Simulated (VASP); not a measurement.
# CaMn2Bi2: what a Hubbard U does to the moments, part 2 of 2

Aim: follow the moments of CaMn2Bi2 as U grows. The starting structure is a computed structure from the Materials Project. The reference starts from ferromagnetic moments.

VASP 6.6.1.

Results so far: PBEsol 4.12 μB on Mn; PBEsol+U (Mn d 1 eV) 4.28 μB on Mn.

### 4. Run with PBEsol+U (Mn d 2 eV) (continued)

Level of this step: PBEsol, DFT+U (Mn d 2 eV), spin-polarised from a ferromagnetic start; plane waves and PAW (Bi_d, Mn_pv, Ca_sv) (VASP).

OUTCAR, selected parts (step 4):

```text
  Total       -0.4732846     -0.4732846     -0.9004850      0.0000000     -0.0000000      0.0000000
  in kB       -5.2930719     -5.2930719    -10.0707512      0.0000000     -0.0000000      0.0000000
  external PRESSURE =      -6.8856316 kB  Pullay stress =       0.0000000 kB

 POSITION                                       TOTAL-FORCE (eV/Angst)
 -----------------------------------------------------------------------------------
     -0.00000      2.67104      5.80580        -0.000000     -0.000000      0.203399
      2.31319      1.33552      1.92299         0.000000      0.000000     -0.203399
     -0.00000      2.67104      2.93126        -0.000000     -0.000000     -0.064491
      2.31319      1.33552      4.79753         0.000000      0.000000      0.064491
      0.00000      0.00000      0.00000         0.000000      0.000000      0.000000
 -----------------------------------------------------------------------------------
    total drift:                               -0.000000      0.000000     -0.000000

  FREE ENERGIE OF THE ION-ELECTRON SYSTEM (eV)
  ---------------------------------------------------
  free  energy   TOTEN  =       -27.9740642538 eV

  energy  without entropy=      -27.9731162067  energy(sigma->0) =      -27.97374824

 magnetization (x)
# of ion       s       p       d       tot
------------------------------------------
    1        0.007  -0.024   0.013  -0.004
    2        0.007  -0.024   0.013  -0.004
    3        0.050   0.050   4.299   4.399
    4        0.050   0.050   4.299   4.399
    5        0.005   0.001   0.039   0.045
--------------------------------------------------
tot          0.119   0.054   8.664   8.836

[... 2 parts as in an earlier step ...]

[... 1 further part left out ...]
[key lines of the parts left out:]
E-fermi :   5.3475
```

PBEsol+U (Mn d 2 eV): the moments inside the Mn spheres have a mean size of 4.40 μB, and the cell carries 9.76 μB, with no gap.

### 5. Run with PBEsol+U (Mn d 4 eV)

Against step 2 the input has LDAU = .TRUE., LDAUTYPE = 2, LDAUL = -1 2 -1, LDAUU = 0 4 0, LDAUJ = 0 0 0 and LDAUPRINT = 1.

INCAR

```
SYSTEM = CaMn2Bi2
PREC = Accurate
ENCUT = 400
EDIFF = 1E-07
NELM = 200
ISMEAR = 1
SIGMA = 0.15
LREAL = .FALSE.
ALGO = Normal
GGA = PS
NBANDS = 49
ISPIN = 2
MAGMOM = 0 0 4.8 4.8 0
LDAU = .TRUE.
LDAUTYPE = 2
LDAUL = -1 2 -1
LDAUU = 0 4 0
LDAUJ = 0 0 0
LDAUPRINT = 1
LASPH = .TRUE.
LMAXMIX = 4
LORBIT = 11
LWAVE = .FALSE.
LCHARG = .FALSE.
KPAR = 8
```

POSCAR

```
CaMn2Bi2
1.0
    4.6263818529      0.0000000000      0.0000000000
   -2.3131909265      4.0065642123      0.0000000000
    0.0000000000      0.0000000000      7.7287920000
Bi Mn Ca
2 2 1
Direct
    0.3333333333      0.6666666667      0.7511910000
    0.6666666667      0.3333333333      0.2488090000
    0.3333333333      0.6666666667      0.3792650000
    0.6666666667      0.3333333333      0.6207350000
    0.0000000000      0.0000000000      0.0000000000
```

KPOINTS

```
Automatic mesh
0
Gamma
8 8 4
0 0 0
```

PAW data sets: Bi_d, Mn_pv and Ca_sv (PBE family, release 64).

Launch:

```bash
mpirun -np 8 vasp_std
```

The log of the run:

```text
[... set-up lines as in an earlier step ...]
 entering main loop
       N       E                     dE             d eps       ncg     rms          rms(c)
DAV:   1     0.734287058677E+03    0.73429E+03   -0.30499E+04  6980   0.131E+03
DAV:   2     0.418563422465E+02   -0.69243E+03   -0.66864E+03  6885   0.433E+02
DAV:   3    -0.231880367220E+02   -0.65044E+02   -0.63295E+02  7628   0.148E+02
DAV:   4    -0.264402261307E+02   -0.32522E+01   -0.32152E+01 10127   0.317E+01
[...]
DAV:  15    -0.268260377902E+02   -0.51049E-06   -0.24772E-06  9168   0.780E-03    0.259E-03
DAV:  16    -0.268260381168E+02   -0.32667E-06   -0.27256E-07  7646   0.352E-03    0.875E-04
DAV:  17    -0.268260381869E+02   -0.70031E-07   -0.44818E-08  4833   0.161E-03
   1 F= -.26826038E+02 E0= -.26826018E+02  d E =-.611479E-04  mag=     9.8945
```

It took 59 s on 8 MPI ranks of AMD EPYC 9R14 (Zen 4), shared host; peak memory 3.3 GiB; 7.5 min of CPU time.

Parts of OUTCAR (step 5):

```text
  Total        0.6307311      0.6307311      0.0917751     -0.0000000      0.0000000      0.0000000
  in kB        7.0539052      7.0539052      1.0263848     -0.0000000      0.0000000      0.0000000
  external PRESSURE =       5.0447317 kB  Pullay stress =       0.0000000 kB

 POSITION                                       TOTAL-FORCE (eV/Angst)
 -----------------------------------------------------------------------------------
     -0.00000      2.67104      5.80580        -0.000000     -0.000000      0.409938
      2.31319      1.33552      1.92299         0.000000      0.000000     -0.409938
     -0.00000      2.67104      2.93126         0.000000     -0.000000     -0.125458
      2.31319      1.33552      4.79753        -0.000000      0.000000      0.125458
      0.00000      0.00000      0.00000         0.000000      0.000000      0.000000
 -----------------------------------------------------------------------------------
    total drift:                               -0.000000      0.000000     -0.000000

  FREE ENERGIE OF THE ION-ELECTRON SYSTEM (eV)
  ---------------------------------------------------
  free  energy   TOTEN  =       -26.8260381869 eV

  energy  without entropy=      -26.8259770389  energy(sigma->0) =      -26.82601780

 magnetization (x)
# of ion       s       p       d       tot
------------------------------------------
    1        0.006  -0.036   0.012  -0.018
    2        0.006  -0.036   0.012  -0.018
    3        0.051   0.051   4.442   4.544
    4        0.051   0.051   4.442   4.544
    5        0.004   0.000   0.028   0.032
--------------------------------------------------
tot          0.117   0.031   8.936   9.084

[... 2 parts as in an earlier step ...]

[... 1 further part left out ...]
[key lines of the parts left out:]
E-fermi :   5.6043
```

PBEsol+U (Mn d 4 eV): the moments inside the Mn spheres have a mean size of 4.54 μB, and the cell carries 9.89 μB, with no gap.

### 6. Comparison

| run | mean size of the moment on Mn (μB) | cell (μB) | gap on the mesh (eV) | core minutes |
| --- | --- | --- | --- | --- |
| PBEsol | 4.12 | 9.19 | none | 8.0 |
| PBEsol+U (Mn d 1 eV) | 4.28 | 9.55 | none | 8.0 |
| PBEsol+U (Mn d 2 eV) | 4.4 | 9.76 | none | 8.13 |
| PBEsol+U (Mn d 4 eV) | 4.54 | 9.89 | none | 7.87 |

Core minutes are wall time times ranks of the run shown, on a shared host.

### 7. What came out

```yaml
mean_size_of_the_moment_on_mn_pbesol: 4.12 μB
mean_size_of_the_moment_on_mn_pbesol_u_mn_d_1_ev: 4.28 μB
mean_size_of_the_moment_on_mn_pbesol_u_mn_d_2_ev: 4.40 μB
mean_size_of_the_moment_on_mn_pbesol_u_mn_d_4_ev: 4.54 μB
```

What this shows: In order of rising U the Mn moment is 4.12, 4.28, 4.40, 4.54 μB, and no run opens a gap in this ferromagnetic order. DFT+U can end in one of several states, and no search among them was made. Orbital moments aren't included. Experiment finds antiferromagnetic order in this phase at low temperature (arxiv:1907.07203), which need not be an order tried here. Moments are counted inside the PAW spheres, so the part between the atoms is missing from them. The magnetic order was set by hand and not searched for; longer or canted orders weren't tried. Another run with the same input but another start ends lower by 99 meV an atom, with moments of up to 4.0 μB that cancel in the cell; so the state that PBEsol gives here isn't the lowest. Further runs on this material are not shown.

[Lines on the potential files, build, host, timing and source positions are cut from VASP's logs without a mark.]

[Logs are printed without paths, hosts, clocks, repeated set-up lines and the standing remarks that a program may print on its own settings, such as how far it seeks lower states.]

[Hosts, paths, dates, database ids (printed as entryN), source tags and the programs' standing remarks are cut or masked in the printed files.]
